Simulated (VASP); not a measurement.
```yaml
crystal:
  lattice:
    - [0.00000, 3.06000, 3.06000]
    - [3.06000, 0.00000, 3.06000]
    - [3.06000, 3.06000, 0.00000]
  atoms:
    - { symbol: Pb, position: [0.00000, 0.00000, 0.00000] }
    - { symbol: Se, position: [0.50000, 0.50000, 0.50000] }
```

Method: AM05 GGA, VASP's PBE PAW potentials (set 64) (plane waves; VASP). Run with 520 eV cut-off, Gaussian smearing of 0.050 eV, potentials Pb_d Se.

Unless said otherwise, spin-orbit coupling is left out, though it shifts the bands of the heavy elements here.

**Question.** What does the run give for the band gap (along the path) with the smallest direct gap where there is one?

**Answer.** 
```
Property                                Value
------------------------------------  -------
band gap (along the path)             0.27 eV
smallest direct gap (along the path)  0.27 eV
```

The compound is PbSe in the rock salt structure. The cell was not relaxed at this level.
